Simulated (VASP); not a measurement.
Given:

```xyz
8
Lattice="0.0000 2.4280 2.4280 2.4280 0.0000 2.4280 9.4921 9.4921 0.2200" Properties=species:S:1:pos:R:3 pbc="T T T"
Sr     0.0000     0.0000     0.0000
O      2.4691     2.4691     2.3870
O      4.7987     4.7987     2.4853
O      7.1214     7.1214     2.5907
O      9.4511     9.4511     2.6890
Cd     4.8530     4.8530     4.8591
Cd     4.7461     4.7461     0.1100
Cd     7.0672     7.0672     0.2169
```

The numbers are results of PBEsol GGA, VASP's PBE PAW potentials (set 64) (plane waves; VASP 6.6.1), not measurements. Settings: 520 eV cut-off, Gaussian smearing of 0.050 eV, potentials Sr_sv O Cd.

### Question
Give the energies of bands 25 to 38 at the high-symmetry points, in eV from the valence-band maximum.

### Answer

```tsv
band	Γ	T	H2	L	S0	F
25	-3.13	-3.33	-3.31	-3.65	-3.32	-3.71
26	-2.72	-2.21	-3.23	-3.56	-3.22	-3.38
27	-1.37	-1.48	-2.57	-2.54	-2.56	-2.84
28	-1.37	-1.47	-2.50	-2.18	-2.56	-2.21
29	-1.09	-1.47	-2.49	-2.12	-2.46	-1.95
30	-1.09	-0.79	-2.07	-1.58	-2.06	-1.76
31	-0.85	-0.79	-1.62	-1.26	-1.62	-1.63
32	-0.37	-0.67	-1.16	-1.24	-1.16	-0.79
33	-0.37	-0.67	-0.85	-0.94	-0.85	-0.51
34	-0.10	-0.01	-0.52	-0.04	-0.53	-0.25
35	-0.10	-0.01	-0.33	0.00	-0.32	-0.16
36	0.45	1.15	5.77	4.07	5.77	4.11
37	2.92	2.15	5.77	4.36	5.78	4.35
38	3.71	4.29	6.08	5.00	6.08	4.92
```

The gap is indirect, 0.45 eV, from the valence maximum at L to the conduction minimum at Γ.

The structure was generated: Cd3SrO4 was put into an ordered model structure (R-3m), which need not be its known phase. It was relaxed first.
